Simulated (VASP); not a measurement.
An input for Quantum ESPRESSO's pw.x (written as the equivalent of a VASP run, and not itself run):

```
&CONTROL
  calculation = 'vc-relax'
  pseudo_dir = './pseudo'
  outdir = './out'
  tprnfor = .true.
  tstress = .true.
  nstep = 30
  forc_conv_thr = 0.00039
/
&SYSTEM
  ibrav = 0
  nat = 4
  ntyp = 2
  ecutwfc = 102
  occupations = 'smearing'
  smearing = 'gaussian'
  degauss = 0.003675
  input_dft = 'vdw-df2-b86r'
/
&ELECTRONS
  conv_thr = 7.3e-09
  electron_maxstep = 100
/
&IONS
/
&CELL
  cell_dofree = 'shape'
/
ATOMIC_SPECIES
  Cd 112.414 Cd.upf
  S 32.060 S.upf
CELL_PARAMETERS angstrom
     2.1281964   -3.6861442    0.0000000
     2.1281964    3.6861442    0.0000000
     0.0000000    0.0000000    6.9170329
ATOMIC_POSITIONS crystal
  Cd   0.6666670  0.3333330  0.5000150
  Cd   0.3333330  0.6666670  0.0000150
  S    0.6666670  0.3333330  0.8769850
  S    0.3333330  0.6666670  0.3769850
K_POINTS automatic
  6 6 4 0 0 0
```

Task: Translate this input to VASP (INCAR, KPOINTS, POSCAR, choice of POTCAR).

Result: One answer among several that fit: 
File POSCAR:
```
CdS
1.0
  2.1281964448  -3.6861441915   0.0000000000
  2.1281964448   3.6861441915   0.0000000000
  0.0000000000   0.0000000000   6.9170329049
Cd S
2 2
Cart
  2.1281964448  -1.2287171879   3.4586199285
  2.1281964448   1.2287171879   0.0001034760
  2.1281964448  -1.2287171879   6.0661343816
  2.1281964448   1.2287171879   2.6076179291
```

KPOINTS:
```
kpoints
0
gamma
 6 6 4
```

### INCAR
```
! general
SYSTEM    =  CdS
PREC      =  Accurate
ENCUT     =  520   ! plane-wave cut-off (eV)
LREAL     =  .FALSE.   ! projection in real space or not
LASPH     =  .TRUE.   ! aspherical one-centre terms

! electronic loop
EDIFF     =  1E-7   ! SCF stop (eV)
NELM      =  100
ALGO      =  Normal   ! blocked Davidson
LMAXMIX   =  4

! smearing
ISMEAR    =  0   ! Gaussian
SIGMA     =  0.05

! functional
GGA       =  MK
LUSE_VDW  =  .TRUE.
AGGAC     =  0.0
PARAM1    =  0.1234568
PARAM2    =  0.7114
ZAB_VDW   =  -1.8867

! ions
IBRION    =  2   ! conjugate gradients
NSW       =  30   ! most ionic steps
ISIF      =  4   ! ions and shape, fixed volume
EDIFFG    =  -0.01

! output
LWAVE     =  .FALSE.
LCHARG    =  .FALSE.
```

POTCAR, in this order: Cd S (PBE.64 set). Program: vasp_std.

Limits of the translation: the potentials are each code's own (VASP's PAW set, PseudoDojo norm-conserving files in pw.x), so ENCUT and ecutwfc are chosen apart and not converted; conv_thr bounds pw.x's estimated SCF error, while EDIFF bounds the energy change between steps; forc_conv_thr acts on force components and is met together with etot_conv_thr.

The compound is CdS in the wurtzite structure. This cell is one point of a volume scan, at 1.06 of the reference volume. Symmetry was kept, so distortions that lower it aren't found.
